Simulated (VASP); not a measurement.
The system is Au.

```
Au
1.0
     0.00000    2.05850    2.05850
     2.05850    0.00000    2.05850
     2.05850    2.05850    0.00000
Au
1
Direct
  0.00000 0.00000 0.00000
```

```yaml
Program: VASP 6.6.1
Task: relaxation of cell and atoms
Functional: PBE
Potentials_or_basis: VASP PAW PBE potentials, release 64 (Au)
Cutoff: 600 eV
k_mesh: 18 × 18 × 18
Occupations: gaussian, width 0.1 eV
Spin: no spin polarisation
```

At the start: pressure 4.4 GPa; volume 17.45 Å³/atom.

Problem. How do energy, volume and symmetry change on relaxing?

Solution. Over 4 steps the energy falls by 6.7 meV/atom and the volume is 17.95 Å³/atom (+2.9 %); space group Fm-3m (No. 225, to 0.05 Å).

The path:
```csv
step,energy change (eV),largest force (eV/Å),pressure (GPa),volume (Å³)
1,0.0000,0.0000,4.39,17.45
2,0.0054,0.0000,-5.14,18.68
3,-0.0067,0.0000,-0.07,17.96
4,-0.0067,0.0000,0.02,17.95
```

Final structure:
```
Au
1.0
     0.00000    2.07803    2.07803
     2.07803    0.00000    2.07803
     2.07803    2.07803    0.00000
Au
1
Direct
  0.00000 0.00000 0.00000
```
